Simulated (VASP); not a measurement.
Method: PBEsol GGA, VASP's PBE PAW potentials (set 64) (plane waves; VASP).

VASP input:

**KPOINTS**
```
Automatic mesh
0
Gamma
16 16 16
0 0 0
```

POSCAR:
```
Ni
1
    0.0000000000     1.7600000000     1.7600000000
    1.7600000000     0.0000000000     1.7600000000
    1.7600000000     1.7600000000     0.0000000000
Ni
1
Direct
  0.0000000000   0.0000000000   0.0000000000
```

### INCAR
```
ALGO  =  Normal
EDIFF  =  1E-6
EDIFFG  =  -0.01
ENCUT  =  400
GGA  =  PS
IBRION  =  2
ISIF  =  3
ISMEAR  =  1
ISPIN  =  2
LASPH  =  .TRUE.
LCHARG  =  .FALSE.
LMAXMIX  =  4
LORBIT  =  10
LREAL  =  .FALSE.
LWAVE  =  .FALSE.
MAGMOM  =  0.8
NELM  =  100
NSW  =  60
PREC  =  Accurate
SIGMA  =  0.1
SYSTEM  =  Ni
```

POTCAR, in this order: Ni (PBE.64 set). Program: vasp_std.

Output of the run:

File OSZICAR:
```
       N       E                     dE             d eps       ncg     rms          rms(c)
DAV:   1     0.177258110415E+02    0.17726E+02   -0.41253E+03  5396   0.117E+03
DAV:   2    -0.702331474332E+01   -0.24749E+02   -0.23865E+02  5261   0.150E+02
DAV:   3    -0.733235884998E+01   -0.30904E+00   -0.30866E+00  6162   0.216E+01
DAV:   4    -0.733520284628E+01   -0.28440E-02   -0.28438E-02  5929   0.184E+00
DAV:   5    -0.733526961948E+01   -0.66773E-04   -0.66773E-04  6122   0.242E-01    0.106E+01
DAV:   6    -0.653640750145E+01    0.79886E+00   -0.20069E+01  5466   0.731E+01    0.642E+00
DAV:   7    -0.613947920744E+01    0.39693E+00   -0.34346E+00  5502   0.280E+01    0.181E+00
DAV:   8    -0.612330743692E+01    0.16172E-01   -0.19093E-02  7573   0.154E+00    0.929E-01
DAV:   9    -0.612038575204E+01    0.29217E-02   -0.17996E-03  7575   0.391E-01    0.266E-01
DAV:  10    -0.611955431137E+01    0.83144E-03   -0.89219E-04  7529   0.247E-01    0.341E-02
DAV:  11    -0.611954868180E+01    0.56296E-05   -0.21399E-05  6557   0.475E-02    0.296E-02
DAV:  12    -0.611954997603E+01   -0.12942E-05   -0.11745E-06  2983   0.115E-02    0.643E-03
DAV:  13    -0.611954978823E+01    0.18780E-06   -0.15767E-07  2705   0.521E-03
   1 F= -.61195498E+01 E0= -.61197173E+01  d E =-.611955E+01  mag=     0.5937
       N       E                     dE             d eps       ncg     rms          rms(c)
DAV:   1    -0.817023716035E+01   -0.20507E+01   -0.32701E+01  5446   0.938E+01    0.125E+01
DAV:   2    -0.659941583957E+01    0.15708E+01   -0.25426E+01  5426   0.853E+01    0.525E+00
DAV:   3    -0.616307065679E+01    0.43635E+00   -0.33649E+00  5407   0.293E+01    0.196E+00
DAV:   4    -0.612537866166E+01    0.37692E-01   -0.25722E-02  6373   0.138E+00    0.102E+00
DAV:   5    -0.611456974521E+01    0.10809E-01   -0.13188E-02  6702   0.926E-01    0.484E-01
DAV:   6    -0.611462089333E+01   -0.51148E-04   -0.10750E-03  5922   0.376E-01    0.137E-01
DAV:   7    -0.611460475835E+01    0.16135E-04   -0.51658E-05  6455   0.999E-02    0.374E-02
DAV:   8    -0.611460098316E+01    0.37752E-05   -0.25284E-06  5055   0.182E-02    0.674E-03
DAV:   9    -0.611460018720E+01    0.79595E-06   -0.25566E-07  2635   0.578E-03
   2 F= -.61146002E+01 E0= -.61146368E+01  d E =0.494960E-02  mag=     0.5761
       N       E                     dE             d eps       ncg     rms          rms(c)
DAV:   1    -0.670706756981E+01   -0.59247E+00   -0.94054E+00  5401   0.548E+01    0.634E+00
DAV:   2    -0.631699700391E+01    0.39007E+00   -0.84816E+00  5459   0.426E+01    0.318E+00
DAV:   3    -0.615253117618E+01    0.16447E+00   -0.12127E+00  5416   0.182E+01    0.113E+00
DAV:   4    -0.614139696831E+01    0.11134E-01   -0.73909E-03  5809   0.822E-01    0.578E-01
DAV:   5    -0.613973243682E+01    0.16645E-02   -0.40806E-03  6875   0.515E-01    0.127E-01
DAV:   6    -0.613972185274E+01    0.10584E-04   -0.55252E-05  6003   0.100E-01    0.684E-02
DAV:   7    -0.613973941260E+01   -0.17560E-04   -0.83289E-06  5762   0.400E-02    0.238E-02
DAV:   8    -0.613973963606E+01   -0.22346E-06   -0.20901E-06  3053   0.184E-02
   3 F= -.61397396E+01 E0= -.61398136E+01  d E =-.201898E-01  mag=     0.5856
```

**OUTCAR**
```
------------------------ aborting loop because EDIFF is reached ----------------------------------------
  FORCE on cell =-STRESS in cart. coord.  units (eV):
  Direction    XX          YY          ZZ          XY          YZ          ZX
  --------------------------------------------------------------------------------------
  Total       -0.0096835     -0.0096835     -0.0096835     -0.0000000      0.0000000     -0.0000000
  in kB       -1.4997209     -1.4997209     -1.4997209     -0.0000000      0.0000000     -0.0000000
  external PRESSURE =      -1.4997209 kB  Pullay stress =       0.0000000 kB
  volume of cell :       10.35
      direct lattice vectors                 reciprocal lattice vectors
     0.000000000  1.729419450  1.729419450    -0.289114361  0.289114361  0.289114361
     1.729419450  0.000000000  1.729419450     0.289114361 -0.289114361  0.289114361
     1.729419450  1.729419450 -0.000000000     0.289114361  0.289114361 -0.289114361
 POSITION                                       TOTAL-FORCE (eV/Angst)
 -----------------------------------------------------------------------------------
      0.00000      0.00000      0.00000        -0.000000      0.000000      0.000000
 -----------------------------------------------------------------------------------
    total drift:                                0.000000      0.000000     -0.000000
  FREE ENERGIE OF THE ION-ELECTRON SYSTEM (eV)
  ---------------------------------------------------
  free  energy   TOTEN  =        -6.1397396361 eV

  energy  without entropy=       -6.1399616587  energy(sigma->0) =       -6.13981364

 total charge

# of ion       s       p       d       tot
------------------------------------------
    1        0.522   0.549   8.336   9.407

 magnetization (x)

# of ion       s       p       d       tot
------------------------------------------
    1       -0.007  -0.024   0.621   0.591

 reached required accuracy - stopping structural energy minimisation
```
(Selected blocks of OUTCAR.)

### CONTCAR
```
Ni
   1.00000000000000
     0.0000000000000000    1.7294194498593978    1.7294194498593978
     1.7294194498593978    0.0000000000000000    1.7294194498593978
     1.7294194498593978    1.7294194498593978   -0.0000000000000000
  Ni
     1
Direct
     0.0000000000000000    0.0000000000000000    0.0000000000000000
```

File OUTCAR:
```
 val. band max:        9.9279258775   @ k =  -0.3750   0.2500   0.0625

 cond. band min:       9.9339325575   @ k =   0.3750   0.1875   0.0000


 Fermi energy:         9.9301663229

 spin component 1

 k-point     1 :       0.0000    0.0000    0.0000
  band No.  band energies     occupation
      1       0.5018      1.00000
      2       7.3840      1.00000
      3       7.3840      1.00000
      4       7.3840      1.00000
      5       8.6438      1.00000
      6       8.6438      1.00000
      7      34.0438      0.00000
      8      38.2822      0.00000
      9      38.2823      0.00000

 k-point     2 :       0.0625    0.0000    0.0000
  band No.  band energies     occupation
      1       0.6606      1.00000
      2       7.3408      1.00000
      3       7.4209      1.00000
      4       7.4209      1.00000
      5       8.6279      1.00000
      6       8.6279      1.00000
      7      33.5799      0.00000
      8      36.4255      0.00000
      9      37.9353      0.00000

 k-point     3 :       0.1250    0.0000    0.0000
  band No.  band energies     occupation
      1       1.1275      1.00000
      2       7.2266      1.00000
      3       7.5137      1.00000
      4       7.5137      1.00000
      5       8.5972      1.00000
      6       8.5972      1.00000
      7      31.2907      0.00000
      8      35.2061      0.00000
      9      37.2819      0.00000

 k-point     4 :       0.1875    0.0000    0.0000
  band No.  band energies     occupation
      1       1.8697      1.00000
      2       7.0906      1.00000
      3       7.6057      1.00000
      4       7.6057      1.00000
      5       8.6058      1.00000
      6       8.6058      1.00000
      7      28.0659      0.00000
      8      34.7413      0.00000
      9      36.6646      0.00000

 k-point     5 :       0.2500    0.0000    0.0000
  band No.  band energies     occupation
      1       2.8089      1.00000
...
```

Energy and stress use the plane-wave basis of the starting cell.

The compound is Ni in the fcc structure. This run relaxes it. Symmetry was kept, so distortions that lower it aren't found.
